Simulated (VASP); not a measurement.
Level of theory: PBE GGA, VASP's PBE PAW potentials (set 64) (plane waves; VASP).

VASP input:

### INCAR
```
# general
SYSTEM    =  Cl
PREC      =  Accurate
ENCUT     =  300
LREAL     =  .FALSE.   # projection in real space or not
LASPH     =  .TRUE.

# electronic loop
EDIFF     =  1E-8   # SCF stop (eV)
NELM      =  100   # most electronic steps
ALGO      =  Normal   # blocked Davidson

# smearing
ISMEAR    =  -1   # Fermi-Dirac
SIGMA     =  0.01

# functional
GGA       =  PE   # PBE

# ions
IBRION    =  8   # DFPT with symmetry
NSW       =  1
ISIF      =  2   # forces and stress, cell fixed

# output
LWAVE     =  .FALSE.
LCHARG    =  .FALSE.

# other
LEPSILON  =  .TRUE.
```

### KPOINTS
```
Automatic
0
G
5 5 2
0 0 0
```

POSCAR:
```
Cl
16.520
  0.1355932203  -0.1888619855   0.0000000000
  0.1355932203   0.1888619855   0.0000000000
  0.0000000000   0.0000000000   0.5000000000
Cl
4
Cart
  0.2394846102   0.0001898063   0.4456795000
  0.1682351186   0.0004158741   0.2008935000
  0.1021791186   0.0007178644   0.3039075000
  0.0324741695  -0.0013237337   0.0495200000
```

POTCAR, in this order: Cl (PBE.64 set). Program: vasp_std.

Output of the run:

**OUTCAR**
```
 ion  position               nearest neighbor table
   1  0.883  0.884  0.891-   4 2.02
   2  0.619  0.621  0.402-   3 2.02
   3  0.375  0.379  0.608-   2 2.02
   4  0.123  0.116  0.099-   1 2.02
  LATTYP: Found a base centered orthorhombic cell.
 ALAT       =     4.4800000000
 B/A-ratio  =     1.3928571429
 C/A-ratio  =     1.8437500000
 Subroutine PRICEL returns:
 Original cell was already a primitive cell.
 Subroutine GETGRP returns: Found  1 space group operations
The static configuration has the point symmetry C_1 .
The dynamic configuration has the point symmetry C_1 .
 Subroutine INISYM returns: Found  1 space group operations
 Subroutine IBZKPT returns following result:
 Found     26 irreducible k-points:

 Following reciprocal coordinates:
            Coordinates               Weight
  0.000000  0.000000  0.000000      1.000000
  0.200000 -0.000000  0.000000      2.000000
 -0.000000  0.200000  0.000000      2.000000
  0.400000 -0.000000  0.000000      2.000000
 -0.000000  0.400000  0.000000      2.000000
...
```

### OSZICAR
```
...
RMM:  14    -0.189587556019E+00   -0.82318E-09   -0.66341E-08  1633   0.974E-05    0.600E-07
 Linear response progress:
  Degree of freedom:   8/ 12
       N       E                     dE             d eps       ncg     rms          rms(c)
RMM:   1    -0.193699982205E+00   -0.19370E+00   -0.41774E-02  1816   0.274E+00
RMM:   2    -0.190164829544E+00    0.35352E-02   -0.46543E-03  1442   0.381E-01    0.155E-01
RMM:   3    -0.189811158225E+00    0.35367E-03   -0.29387E-04  1440   0.905E-02    0.887E-02
RMM:   4    -0.189875480362E+00   -0.64322E-04   -0.12351E-04  1528   0.634E-02    0.137E-02
RMM:   5    -0.189997684285E+00   -0.12220E-03   -0.33798E-06  1551   0.114E-02    0.465E-03
RMM:   6    -0.190054109111E+00   -0.56425E-04   -0.13010E-06  1428   0.519E-03    0.118E-03
RMM:   7    -0.190047538013E+00    0.65711E-05   -0.12149E-07  1548   0.159E-03    0.336E-04
RMM:   8    -0.190047657118E+00   -0.11911E-06   -0.10671E-08  1493   0.569E-04    0.137E-04
RMM:   9    -0.190047429634E+00    0.22748E-06   -0.10593E-08  1534   0.281E-04    0.279E-05
RMM:  10    -0.190047315660E+00    0.11397E-06   -0.13055E-08  1532   0.144E-04    0.117E-05
RMM:  11    -0.190047477605E+00   -0.16194E-06   -0.29560E-08  1662   0.983E-05    0.328E-06
RMM:  12    -0.190047483973E+00   -0.63676E-08    0.19982E-07  1611   0.843E-05    0.127E-06
RMM:  13    -0.190047476660E+00    0.73130E-08    0.85110E-08  1534   0.810E-05    0.479E-07
 Linear response progress:
  Degree of freedom:   9/ 12
       N       E                     dE             d eps       ncg     rms          rms(c)
RMM:   1    -0.214767712762E+00   -0.21477E+00   -0.33499E-02  2015   0.281E+00
RMM:   2    -0.210118783540E+00    0.46489E-02   -0.45940E-03  1459   0.448E-01    0.501E-01
RMM:   3    -0.210372830044E+00   -0.25405E-03   -0.44433E-04  1530   0.116E-01    0.292E-01
RMM:   4    -0.210722926775E+00   -0.35010E-03   -0.25428E-04  1531   0.943E-02    0.336E-02
RMM:   5    -0.210546090821E+00    0.17684E-03   -0.38532E-05  1555   0.277E-02    0.723E-03
RMM:   6    -0.210540965412E+00    0.51254E-05   -0.84750E-06  1601   0.805E-03    0.337E-03
RMM:   7    -0.210564041352E+00   -0.23076E-04   -0.16634E-06  1542   0.398E-03    0.126E-03
RMM:   8    -0.210565195748E+00   -0.11544E-05   -0.85198E-07  1567   0.215E-03    0.647E-04
RMM:   9    -0.210570142434E+00   -0.49467E-05   -0.28901E-08  1528   0.109E-03    0.245E-04
RMM:  10    -0.210570957769E+00   -0.81533E-06   -0.59373E-08  1582   0.404E-04    0.651E-05
RMM:  11    -0.210570710457E+00    0.24731E-06    0.92045E-08  1616   0.159E-04    0.223E-05
RMM:  12    -0.210570749519E+00   -0.39063E-07   -0.79397E-08  1606   0.112E-04    0.681E-06
RMM:  13    -0.210570726104E+00    0.23415E-07    0.12377E-07  1731   0.917E-05    0.305E-06
RMM:  14    -0.210570721786E+00    0.43189E-08    0.35212E-09  1656   0.864E-05    0.980E-07
 Linear response progress:
  Degree of freedom:  10/ 12
       N       E                     dE             d eps       ncg     rms          rms(c)
RMM:   1    -0.193650555083E+00   -0.19365E+00   -0.38481E-02  2030   0.280E+00
RMM:   2    -0.189800612108E+00    0.38499E-02   -0.51737E-03  1457   0.426E-01    0.335E-01
RMM:   3    -0.189686823934E+00    0.11379E-03   -0.27033E-04  1537   0.967E-02    0.193E-01
RMM:   4    -0.189885578735E+00   -0.19875E-03   -0.15449E-04  1558   0.741E-02    0.261E-02
RMM:   5    -0.189886525536E+00   -0.94680E-06   -0.10139E-05  1560   0.194E-02    0.532E-03
RMM:   6    -0.189880668456E+00    0.58571E-05   -0.35581E-06  1585   0.680E-03    0.285E-03
RMM:   7    -0.189883753021E+00   -0.30846E-05   -0.76960E-07  1561   0.263E-03    0.924E-04
RMM:   8    -0.189881302601E+00    0.24504E-05   -0.26298E-07  1586   0.131E-03    0.372E-04
RMM:   9    -0.189881422915E+00   -0.12031E-06   -0.24625E-07  1539   0.762E-04    0.122E-04
RMM:  10    -0.189881518923E+00   -0.96008E-07   -0.22532E-07  1606   0.255E-04    0.409E-05
RMM:  11    -0.189881458252E+00    0.60671E-07   -0.33128E-07  1621   0.132E-04    0.171E-05
RMM:  12    -0.189881442590E+00    0.15662E-07   -0.12566E-07  1648   0.989E-05    0.477E-06
RMM:  13    -0.189881440753E+00    0.18369E-08   -0.21005E-07  1720   0.858E-05    0.186E-06
RMM:  14    -0.189881443033E+00   -0.22792E-08   -0.15405E-07  1604   0.802E-05    0.623E-07
RMM:  15    -0.189881440125E+00    0.29075E-08   -0.14795E-07  1304   0.786E-05    0.261E-07
RMM:  16    -0.189881438653E+00    0.14721E-08   -0.16313E-07  1047   0.782E-05    0.874E-08
 Linear response progress:
  Degree of freedom:  11/ 12
       N       E                     dE             d eps       ncg     rms          rms(c)
RMM:   1    -0.193952563381E+00   -0.19395E+00   -0.43931E-02  1815   0.274E+00
RMM:   2    -0.190200948628E+00    0.37516E-02   -0.48662E-03  1445   0.389E-01    0.155E-01
RMM:   3    -0.189864777953E+00    0.33617E-03   -0.28484E-04  1441   0.901E-02    0.890E-02
RMM:   4    -0.189942290477E+00   -0.77513E-04   -0.12395E-04  1541   0.628E-02    0.135E-02
RMM:   5    -0.190061061595E+00   -0.11877E-03   -0.32765E-06  1548   0.111E-02    0.467E-03
RMM:   6    -0.190117139193E+00   -0.56078E-04   -0.10275E-06  1436   0.519E-03    0.118E-03
RMM:   7    -0.190110395846E+00    0.67433E-05   -0.70436E-08  1547   0.160E-03    0.342E-04
RMM:   8    -0.190110545359E+00   -0.14951E-06   -0.21752E-08  1490   0.578E-04    0.142E-04
RMM:   9    -0.190110320187E+00    0.22517E-06   -0.94019E-09  1545   0.294E-04    0.287E-05
RMM:  10    -0.190110210810E+00    0.10938E-06    0.17073E-08  1520   0.148E-04    0.118E-05
RMM:  11    -0.190110374453E+00   -0.16364E-06    0.37123E-08  1669   0.101E-04    0.336E-06
RMM:  12    -0.190110364130E+00    0.10323E-07    0.10163E-07  1628   0.867E-05    0.917E-07
RMM:  13    -0.190110368295E+00   -0.41649E-08    0.41726E-08  1346   0.816E-05    0.616E-07
 Linear response progress:
  Degree of freedom:  12/ 12
       N       E                     dE             d eps       ncg     rms          rms(c)
RMM:   1    -0.215108416675E+00   -0.21511E+00   -0.36192E-02  2004   0.282E+00
RMM:   2    -0.210310833627E+00    0.47976E-02   -0.62192E-03  1461   0.456E-01    0.516E-01
RMM:   3    -0.210456327880E+00   -0.14549E-03   -0.49979E-04  1528   0.119E-01    0.299E-01
RMM:   4    -0.210824730177E+00   -0.36840E-03   -0.41945E-04  1532   0.954E-02    0.351E-02
RMM:   5    -0.210603405960E+00    0.22132E-03   -0.16642E-05  1551   0.293E-02    0.839E-03
RMM:   6    -0.210609236034E+00   -0.58301E-05    0.91919E-06  1595   0.747E-03    0.362E-03
RMM:   7    -0.210629904054E+00   -0.20668E-04   -0.27678E-07  1545   0.395E-03    0.127E-03
RMM:   8    -0.210631974470E+00   -0.20704E-05   -0.99469E-08  1567   0.196E-03    0.564E-04
RMM:   9    -0.210636369851E+00   -0.43954E-05   -0.66781E-07  1546   0.106E-03    0.249E-04
RMM:  10    -0.210636948705E+00   -0.57885E-06   -0.16524E-07  1573   0.392E-04    0.734E-05
RMM:  11    -0.210636843746E+00    0.10496E-06   -0.19493E-07  1620   0.146E-04    0.233E-05
RMM:  12    -0.210636899695E+00   -0.55949E-07   -0.24043E-07  1631   0.101E-04    0.750E-06
RMM:  13    -0.210636857896E+00    0.41799E-07   -0.19903E-07  1733   0.827E-05    0.334E-06
RMM:  14    -0.210636853100E+00    0.47962E-08   -0.21114E-07  1637   0.777E-05    0.934E-07
RMM:  15    -0.210636851118E+00    0.19821E-08   -0.24663E-07  1489   0.749E-05    0.489E-07
RMM:  16    -0.210636850428E+00    0.68975E-09   -0.23100E-07   973   0.742E-05    0.137E-07
RMM:  17    -0.210636850763E+00   -0.33493E-09   -0.24818E-07   962   0.741E-05    0.597E-08
 Linear response finished
```

**OUTCAR**
```
------------------------ aborting loop because EDIFF is reached ----------------------------------------

 HEAD OF MICROSCOPIC STATIC DIELECTRIC TENSOR (INDEPENDENT PARTICLE, excluding Hartree and local field effects)
 ------------------------------------------------------
           3.684157    -0.008979    -0.046271
          -0.008968     2.529401    -0.008478
          -0.046264    -0.008474     5.103523
 ------------------------------------------------------

 MACROSCOPIC STATIC DIELECTRIC TENSOR (including local field effects in DFT)
 ------------------------------------------------------
           3.008121    -0.004332    -0.039473
          -0.004324     2.259628    -0.004849
          -0.039468    -0.004845     4.331228
 ------------------------------------------------------

 PIEZOELECTRIC TENSOR (including local field effects)  for field in x, y, z        (e  Angst)
          XX          YY          ZZ          XY          YZ          ZX
  --------------------------------------------------------------------------------
  x     0.11762    -0.00995    -0.07288     0.00112    -0.01108     0.01274
  y    -0.00064    -0.00050     0.00044    -0.00784     0.00135    -0.00669
  z    -0.00205     0.00172    -0.00774    -0.01597     0.00255    -0.05719

 PIEZOELECTRIC TENSOR (including local field effects)  for field in x, y, z        (C/m^2)
          XX          YY          ZZ          XY          YZ          ZX
  --------------------------------------------------------------------------------
  x     0.01632    -0.00138    -0.01011     0.00015    -0.00154     0.00177
  y    -0.00009    -0.00007     0.00006    -0.00109     0.00019    -0.00093
  z    -0.00028     0.00024    -0.00107    -0.00222     0.00035    -0.00794

 BORN EFFECTIVE CHARGES (including local field effects) (in |e|, cummulative output)
 ---------------------------------------------------------------------------------
 ion    1
    1     0.03492    -0.00244     0.34333
    2    -0.00319     0.00706    -0.00117
    3     0.52112    -0.00053     0.01363
 ion    2
    1    -0.05127    -0.00575    -0.17757
    2    -0.00495    -0.00350     0.00096
    3    -0.31440     0.00032    -0.06975
 ion    3
    1     0.05403     0.00222    -0.36799
    2     0.00332    -0.00346    -0.00066
    3    -0.54767    -0.00160     0.10012
 ion    4
    1    -0.03768     0.00597     0.20223
    2     0.00482    -0.00010     0.00087
    3     0.34096     0.00180    -0.04399

   1 f  =   14.574356 THz    91.573376 2PiTHz  486.148171 cm-1    60.274664 meV
             X         Y         Z           dx          dy          dz
      3.956286  0.003136  7.362625     0.353113   -0.008666    0.594842
      2.779244  0.006870  3.318761     0.066144   -0.000672   -0.129054
      1.687999  0.011859  5.020552    -0.062951    0.000484    0.128348
      0.536473 -0.021868  0.818070    -0.356239    0.008744   -0.594096

   2 f  =   14.348076 THz    90.151622 2PiTHz  478.600309 cm-1    59.338849 meV
             X         Y         Z           dx          dy          dz
      3.956286  0.003136  7.362625    -0.087810    0.001766   -0.114928
      2.779244  0.006870  3.318761     0.371341   -0.001520   -0.586060
      1.687999  0.011859  5.020552    -0.367533    0.001899    0.584849
      0.536473 -0.021868  0.818070     0.084175   -0.002119    0.116155

   3 f  =    3.431162 THz    21.558626 2PiTHz  114.451240 cm-1    14.190139 meV
             X         Y         Z           dx          dy          dz
      3.956286  0.003136  7.362625    -0.357525    0.075114    0.193397
      2.779244  0.006870  3.318761    -0.489190    0.056147   -0.272330
      1.687999  0.011859  5.020552     0.466229   -0.063865    0.305492
      0.536473 -0.021868  0.818070     0.377316   -0.065504   -0.226000

   4 f  =    3.145593 THz    19.764343 2PiTHz  104.925686 cm-1    13.009121 meV
             X         Y         Z           dx          dy          dz
      3.956286  0.003136  7.362625    -0.006137    0.443833    0.031271
      2.779244  0.006870  3.318761     0.102837    0.530228    0.040192
      1.687999  0.011859  5.020552    -0.096438   -0.585455   -0.081754
      0.536473 -0.021868  0.818070    -0.001393   -0.387053    0.010526

   5 f  =    2.983339 THz    18.744871 2PiTHz   99.513472 cm-1    12.338092 meV
             X         Y         Z           dx          dy          dz
      3.956286  0.003136  7.362625     0.467009    0.011630   -0.397980
      2.779244  0.006870  3.318761    -0.331779    0.089052   -0.117186
      1.687999  0.011859  5.020552     0.338308   -0.094752    0.329363
      0.536473 -0.021868  0.818070    -0.474115   -0.008304    0.186746

   6 f  =    2.541921 THz    15.971364 2PiTHz   84.789374 cm-1    10.512538 meV
             X         Y         Z           dx          dy          dz
      3.956286  0.003136  7.362625     0.045294    0.571534   -0.027941
      2.779244  0.006870  3.318761    -0.010358   -0.422043    0.003121
      1.687999  0.011859  5.020552     0.007051    0.416556    0.013633
      0.536473 -0.021868  0.818070    -0.045377   -0.562451    0.010724

   7 f  =    2.038986 THz    12.811326 2PiTHz   68.013248 cm-1     8.432564 meV
             X         Y         Z           dx          dy          dz
      3.956286  0.003136  7.362625    -0.097919    0.013587   -0.430163
      2.779244  0.006870  3.318761     0.099182   -0.001548    0.547820
      1.687999  0.011859  5.020552    -0.087920   -0.018601    0.427827
      0.536473 -0.021868  0.818070     0.083207    0.008050   -0.545106

   8 f  =    1.276359 THz     8.019601 2PiTHz   42.574757 cm-1     5.278595 meV
             X         Y         Z           dx          dy          dz
      3.956286  0.003136  7.362625    -0.005169   -0.473346   -0.007059
      2.779244  0.006870  3.318761    -0.006235    0.525929    0.011552
      1.687999  0.011859  5.020552    -0.009780    0.467176    0.008867
      0.536473 -0.021868  0.818070     0.000064   -0.529653   -0.011535

   9 f  =    0.046961 THz     0.295064 2PiTHz    1.566448 cm-1     0.194215 meV
             X         Y         Z           dx          dy          dz
      3.956286  0.003136  7.362625     0.476575    0.188703    0.109093
      2.779244  0.006870  3.318761     0.417607    0.198856    0.111473
      1.687999  0.011859  5.020552     0.417400    0.198028    0.111644
...
```
(Selected blocks of OUTCAR.)

At this cut-off the stress carries a Pulay error, which pulls relaxed volumes low. The dielectric response may not be converged in the k-mesh; for small gaps it tends to come out too large. Tensors are in the Cartesian frame of the cell as typed.

The structure is a typed Cl crystal. The cell was not relaxed at this level, atoms are displaced from their ideal sites. The run is one of a series of settings (EDIFF = 1E-8, IBRION = 8, LEPSILON = .TRUE., NSW = 1 against the base run), some of them coarse on purpose.
